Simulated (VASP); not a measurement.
The system is Si3Bi2Te3.

```xyz
16
Lattice="4.1869 0.0000 0.0000 -2.0934 3.6259 0.0000 0.0000 0.0000 30.7770" Properties=species:S:1:pos:R:3 pbc="T T T"
Si    0.0000    2.4173    0.3070
Si    0.0000    2.4173    2.6820
Si    0.0000    0.0000    3.2590
Si    2.0934    1.2086   30.4700
Si    2.0934    1.2086   28.0950
Si    0.0000    0.0000   27.5180
Bi    0.0000    0.0000   12.2450
Bi    0.0000    2.4173    7.9210
Bi    2.0934    1.2086   22.8560
Bi    0.0000    0.0000   18.5320
Te    0.0000    2.4173   14.1320
Te    2.0934    1.2086   10.0510
Te    0.0000    0.0000    5.9250
Te    0.0000    0.0000   24.8520
Te    2.0934    1.2086   16.6450
Te    0.0000    2.4173   20.7260
```

The cell was built by a generator and needn't be a form met in nature.

- Program: VASP 6.6.1
- Task: relaxation of cell and atoms
- Functional: PBE
- Potentials or basis: VASP PAW PBE potentials, release 64 (Si, Bi_d, Te)
- Cutoff: 520 eV
- k mesh: 8 × 8 × 1
- Occupations: gaussian, width 0.1 eV
- Spin: no spin polarisation

At the start: pressure -0.2 GPa; volume 29.20 Å³/atom.

Question: Where does the relaxation end?

Answer: Over 27 steps the energy falls by 10.3 meV/atom and the volume is 29.04 Å³/atom (-0.6 %); space group P-3m1 (No. 164, to 0.05 Å).

Step by step:
```tsv
step	energy change (eV)	largest force (eV/Å)	pressure (GPa)	volume (Å³)
1	0.0000	0.2619	-0.22	467.23
2	-0.0739	0.2140	-0.03	464.42
3	-0.1040	0.3344	0.23	460.97
4	-0.1343	0.1975	0.00	463.03
5	-0.1359	0.1488	-0.06	463.62
6	-0.1429	0.1027	0.00	463.04
7	-0.1453	0.0990	0.10	462.38
8	-0.1485	0.1058	-0.10	463.89
9	-0.1485	0.1126	-0.13	464.06
10	-0.1516	0.0571	-0.06	463.46
11	-0.1526	0.0750	0.04	462.73
12	-0.1527	0.0721	0.06	462.82
13	-0.1539	0.0557	0.01	463.41
14	-0.1552	0.1021	-0.12	465.21
15	-0.1562	0.0863	-0.13	465.05
16	-0.1581	0.0517	-0.06	464.60
17	-0.1581	0.0857	0.16	463.68
18	-0.1587	0.0629	0.06	464.14
19	-0.1600	0.0584	0.01	464.49
20	-0.1611	0.1119	-0.09	465.21
21	-0.1624	0.0864	-0.06	464.95
22	-0.1641	0.0438	0.06	464.18
23	-0.1646	0.0259	0.01	464.58
24	-0.1647	0.0300	-0.04	465.02
25	-0.1647	0.0289	-0.03	464.92
26	-0.1648	0.0111	0.00	464.67
27	-0.1648	0.0068	0.02	464.60
```

Final structure:
```yaml
crystal:
  lattice:
    - [4.10092, 0.00000, 0.00000]
    - [-2.05046, 3.55150, 0.00000]
    - [0.00000, 0.00000, 31.89974]
  atoms:
    - { symbol: Si, position: [0.33333, 0.66667, 0.01092] }
    - { symbol: Si, position: [0.33333, 0.66667, 0.08536] }
    - { symbol: Si, position: [0.00000, 0.00000, 0.10646] }
    - { symbol: Si, position: [0.66667, 0.33333, 0.98908] }
    - { symbol: Si, position: [0.66667, 0.33333, 0.91464] }
    - { symbol: Si, position: [0.00000, 0.00000, 0.89354] }
    - { symbol: Bi, position: [0.00000, 0.00000, 0.39541] }
    - { symbol: Bi, position: [0.33333, 0.66667, 0.25471] }
    - { symbol: Bi, position: [0.66667, 0.33333, 0.74529] }
    - { symbol: Bi, position: [0.00000, 0.00000, 0.60459] }
    - { symbol: Te, position: [0.33333, 0.66667, 0.45590] }
    - { symbol: Te, position: [0.66667, 0.33333, 0.32110] }
    - { symbol: Te, position: [0.00000, 0.00000, 0.18933] }
    - { symbol: Te, position: [0.00000, 0.00000, 0.81067] }
    - { symbol: Te, position: [0.66667, 0.33333, 0.54410] }
    - { symbol: Te, position: [0.33333, 0.66667, 0.67890] }
```
